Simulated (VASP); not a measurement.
# Al36CN35 (a cell with a defect): relaxation of the atoms with PBE

Crystal: Al36CN35 (a cell with a defect).

```
CELL_PARAMETERS angstrom
-9.38360 0.00000 0.00000
4.69180 -8.12644 0.00000
0.00000 0.00000 10.03185
ATOMIC_POSITIONS crystal
Al 0.55556 0.44444 0.49965
Al 0.55657 0.44738 0.00623
Al 0.55556 0.11111 0.49965
Al 0.55556 0.11111 0.99965
Al 0.55556 0.77778 0.49965
Al 0.55556 0.77778 0.99965
Al 0.22222 0.44444 0.49965
Al 0.22222 0.44444 0.99965
Al 0.22222 0.11111 0.49965
Al 0.22222 0.11111 0.99965
Al 0.22222 0.77778 0.49965
Al 0.22222 0.77778 0.99965
Al 0.88889 0.44444 0.49965
Al 0.88889 0.44444 0.99965
Al 0.88889 0.11111 0.49965
Al 0.88889 0.11111 0.99965
Al 0.88889 0.77778 0.49965
Al 0.88889 0.77778 0.99965
Al 0.43808 0.54944 0.24521
Al 0.44444 0.55556 0.74965
Al 0.43982 0.22237 0.24495
Al 0.44444 0.22222 0.74965
Al 0.44444 0.88889 0.24965
Al 0.44444 0.88889 0.74965
Al 0.11111 0.55556 0.24965
Al 0.11111 0.55556 0.74965
Al 0.11111 0.22222 0.24965
Al 0.11111 0.22222 0.74965
Al 0.11111 0.88889 0.24965
Al 0.11111 0.88889 0.74965
Al 0.77333 0.55336 0.24736
Al 0.77778 0.55556 0.74965
Al 0.77778 0.22222 0.24965
Al 0.77778 0.22222 0.74965
Al 0.77778 0.88889 0.24965
Al 0.77778 0.88889 0.74965
C 0.55047 0.45496 0.19153
N 0.55556 0.44444 0.69035
N 0.55556 0.11111 0.19035
N 0.55556 0.11111 0.69035
N 0.55556 0.77778 0.19035
N 0.55556 0.77778 0.69035
N 0.22222 0.44444 0.19035
N 0.22222 0.44444 0.69035
N 0.22222 0.11111 0.19035
N 0.22222 0.11111 0.69035
N 0.22222 0.77778 0.19035
N 0.22222 0.77778 0.69035
N 0.88889 0.44444 0.19035
N 0.88889 0.44444 0.69035
N 0.88889 0.11111 0.19035
N 0.88889 0.11111 0.69035
N 0.88889 0.77778 0.19035
N 0.88889 0.77778 0.69035
N 0.44444 0.55556 0.44035
N 0.44444 0.55556 0.94035
N 0.44444 0.22222 0.44035
N 0.44444 0.22222 0.94035
N 0.44444 0.88889 0.44035
N 0.44444 0.88889 0.94035
N 0.11111 0.55556 0.44035
N 0.11111 0.55556 0.94035
N 0.11111 0.22222 0.44035
N 0.11111 0.22222 0.94035
N 0.11111 0.88889 0.44035
N 0.11111 0.88889 0.94035
N 0.77778 0.55556 0.44035
N 0.77778 0.55556 0.94035
N 0.77778 0.22222 0.44035
N 0.77778 0.22222 0.94035
N 0.77778 0.88889 0.44035
N 0.77778 0.88889 0.94035
```

* Program: VASP 6.6.1
* Task: relaxation of the atoms
* Functional: PBE
* Potentials or basis: VASP PAW PBE potentials, release 64 (Al, C, N)
* Cutoff: 450 eV
* k mesh: 2 × 2 × 2
* Occupations: gaussian, width 0.01 eV
* Spin: no spin polarisation
* Monkhorst-Pack mesh: no

```json
{
 "Energy gained by relaxing": "7.1 meV/atom",
 "Ionic steps": "12",
 "Largest force after relaxing": "0.024 eV/Å",
 "Band gap on the k mesh": "3.32 eV, direct"
}
```

Forces in eV/Å, atoms in the order of the input:
```
Al  -0.012  0.001 -0.015
Al  -0.009  0.005  0.015
Al   0.006  0.001  0.008
Al   0.005 -0.001  0.002
Al  -0.001 -0.007  0.002
Al  -0.004  0.002 -0.002
Al   0.008  0.000  0.011
Al  -0.002  0.002 -0.008
Al   0.000  0.001  0.004
Al  -0.003 -0.004 -0.006
Al   0.010 -0.007  0.002
Al   0.008 -0.002  0.010
Al   0.002 -0.001  0.002
Al   0.002  0.002  0.001
Al   0.010 -0.008  0.008
Al   0.003 -0.004  0.016
Al   0.004  0.001 -0.003
Al   0.008  0.008 -0.001
Al  -0.016  0.009 -0.016
Al  -0.002  0.012  0.005
Al  -0.013  0.010 -0.005
Al   0.006 -0.008  0.008
Al  -0.007 -0.009 -0.006
Al   0.002 -0.004  0.007
Al   0.016 -0.005 -0.004
Al   0.001  0.006  0.000
Al   0.000  0.010 -0.003
Al  -0.007 -0.009 -0.001
Al   0.004  0.011 -0.003
Al   0.008 -0.010  0.006
Al  -0.013 -0.001 -0.012
Al   0.012  0.010  0.010
Al   0.005 -0.003 -0.005
Al   0.013 -0.008  0.004
Al  -0.011 -0.003 -0.011
Al   0.004  0.002  0.001
C   -0.004  0.001 -0.007
N    0.009 -0.006 -0.003
N   -0.013  0.014  0.000
N    0.005  0.002 -0.004
N   -0.007 -0.009 -0.012
N   -0.003  0.012 -0.006
N   -0.012  0.001 -0.008
N   -0.007 -0.006 -0.001
N   -0.001 -0.003 -0.005
N    0.006 -0.009 -0.001
N   -0.014  0.006  0.014
N    0.002  0.003  0.005
N   -0.014 -0.003 -0.001
N    0.001 -0.005 -0.002
N   -0.003  0.006  0.010
N    0.002  0.002  0.010
N   -0.005 -0.010 -0.005
N    0.017  0.004 -0.003
N    0.003  0.003 -0.004
N    0.004  0.001  0.002
N    0.007  0.002 -0.007
N    0.006  0.003  0.002
N   -0.007  0.013 -0.003
N   -0.003  0.013  0.005
N   -0.019  0.005 -0.007
N   -0.011  0.003  0.004
N   -0.005 -0.017 -0.003
N    0.005 -0.007 -0.001
N    0.007 -0.005 -0.002
N    0.007 -0.004  0.008
N   -0.001 -0.002  0.002
N   -0.006 -0.004  0.000
N    0.003 -0.003 -0.003
N   -0.005  0.004  0.008
N    0.011  0.003  0.002
N    0.010 -0.008 -0.005
```

The path:
| step | energy change (eV) | largest force (eV/Å) | pressure (GPa) |
| --- | --- | --- | --- |
| 1 | 0.0000 | 3.5696 | 2.69 |
| 2 | -0.1382 | 2.7129 | 2.71 |
| 3 | -0.4110 | 0.7319 | 2.58 |
| 4 | -0.4747 | 0.3692 | 2.55 |
| 5 | -0.4747 | 0.3537 | 2.55 |
| 6 | -0.4962 | 0.1635 | 2.54 |
| 7 | -0.4967 | 0.1635 | 2.53 |
| 8 | -0.5051 | 0.0951 | 2.53 |
| 9 | -0.5052 | 0.1021 | 2.52 |
| 10 | -0.5080 | 0.0599 | 2.52 |
| 11 | -0.5081 | 0.0659 | 2.52 |
| 12 | -0.5090 | 0.0242 | 2.51 |

Final structure:
```
Al C N
1.0
    -9.38360    0.00000    0.00000
     4.69180   -8.12644    0.00000
     0.00000    0.00000   10.03185
Al C N
36 1 35
Cartesian
  -3.1234 -3.6130 4.9468
  -3.1231 -3.6137 0.0144
  -4.6908 -0.9002 5.0147
  -4.6792 -0.9087 0.0016
  -1.5576 -6.3250 5.0148
  -1.5593 -6.3097 0.0020
  0.0081 -3.6128 5.0144
  -0.0063 -3.6195 0.0022
  -1.5606 -0.8990 5.0143
  -1.5730 -0.9081 0.0025
  1.5650 -6.3205 5.0134
  1.5651 -6.3212 10.0298
  -6.2569 -3.6129 5.0151
  -6.2439 -3.6193 0.0018
  -7.8182 -0.9018 5.0046
  -7.8179 -0.9025 0.0067
  -4.6933 -6.3235 5.0147
  -4.6919 -6.3090 0.0024
  -1.5576 -4.5160 2.5112
  -1.5650 -4.5139 7.4973
  -3.1223 -1.8102 2.5102
  -3.1270 -1.8108 7.4977
  0.0062 -7.2249 2.5052
  -0.0005 -7.2251 7.5252
  1.5693 -4.5161 2.5052
  1.5653 -4.5136 7.5258
  -0.0054 -1.8117 2.4962
  0.0020 -1.8042 7.5262
  3.1319 -7.2245 2.5059
  3.1298 -7.2245 7.5257
  -4.6838 -4.5137 2.5105
  -4.6870 -4.5131 7.4978
  -6.2414 -1.8120 2.4962
  -6.2560 -1.8054 7.5261
  -3.1238 -7.2118 2.4963
  -3.1280 -7.2247 7.5264
  -3.1198 -3.6143 1.9330
  -3.1262 -3.6126 6.8897
  -4.6927 -0.8820 1.9109
  -4.6997 -0.9000 6.9250
  -1.5410 -6.3392 1.9116
  -1.5642 -6.3318 6.9251
  0.0301 -3.6183 1.9116
  0.0100 -3.6051 6.9248
  -1.5529 -0.8803 1.9118
  -1.5545 -0.8989 6.9250
  1.5690 -6.3217 1.9116
  1.5643 -6.3209 6.9268
  -6.2731 -3.6181 1.9111
  -6.2621 -3.6061 6.9252
  -7.8150 -0.9031 1.9157
  -7.8185 -0.9027 6.9243
  -4.7045 -6.3378 1.9119
  -4.6908 -6.3306 6.9252
  -1.5319 -4.5318 4.4474
  -1.5492 -4.5223 9.3940
  -3.1253 -1.7760 4.4469
  -3.1260 -1.7949 9.3949
  0.0050 -7.2243 4.4218
  0.0028 -7.2251 9.4321
  1.5682 -4.5176 4.4219
  1.5671 -4.5162 9.4326
  0.0023 -1.8055 4.4161
  0.0017 -1.8061 9.4383
  3.1272 -7.2221 4.4222
  3.1283 -7.2233 9.4326
  -4.7154 -4.5301 4.4466
  -4.6995 -4.5210 9.3951
  -6.2537 -1.8061 4.4165
  -6.2542 -1.8064 9.4375
  -3.1259 -7.2225 4.4161
  -3.1263 -7.2227 9.4386
```

Levels at points of the mesh, in eV from the valence-band top:
```tsv
k point	band 142	band 143	band 144	band 145	band 146	band 147
(0.00, 0.00, 0.00)	-0.14	0.00	0.00	3.32	4.22	4.22
(0.50, 0.00, 0.00)	-0.45	-0.12	-0.09	4.42	4.45	4.55
(0.00, 0.50, 0.00)	-0.45	-0.12	-0.09	4.42	4.45	4.55
(0.50, 0.50, 0.00)	-0.45	-0.12	-0.09	4.42	4.45	4.55
(0.00, 0.00, 0.50)	-0.19	-0.01	-0.01	4.22	4.31	4.72
(0.50, 0.00, 0.50)	-0.41	-0.14	-0.09	4.18	4.24	4.90
(0.00, 0.50, 0.50)	-0.41	-0.14	-0.09	4.18	4.24	4.90
(0.50, 0.50, 0.50)	-0.41	-0.14	-0.09	4.18	4.24	4.90
```

Core levels (eV, on the scale of the bands):
| atom | levels |
| --- | --- |
| 1 Al | 1s -1497.4, 2s -94.7, 2p -56.2 |
| 2 Al | 1s -1496.7, 2s -94.1, 2p -55.6 |
| 3 Al | 1s -1497.3, 2s -94.7, 2p -56.2 |
| 4 Al | 1s -1497.4, 2s -94.7, 2p -56.2 |
| 5 Al | 1s -1497.3, 2s -94.7, 2p -56.2 |
| 6 Al | 1s -1497.4, 2s -94.7, 2p -56.2 |

Run time: 53 min on 1 × NVIDIA H100 80GB with 1 thread of AMD EPYC 7R13 Processor (Zen 3) (shared host), peak memory 1.7 GiB.

Caveat: the cell is charged against a uniform background, so pressure and absolute levels hang on convention; the cutoff is under 1.25 times the usual one of these potentials, so pressure, stress and relaxed cells hold a basis-set (Pulay) error.
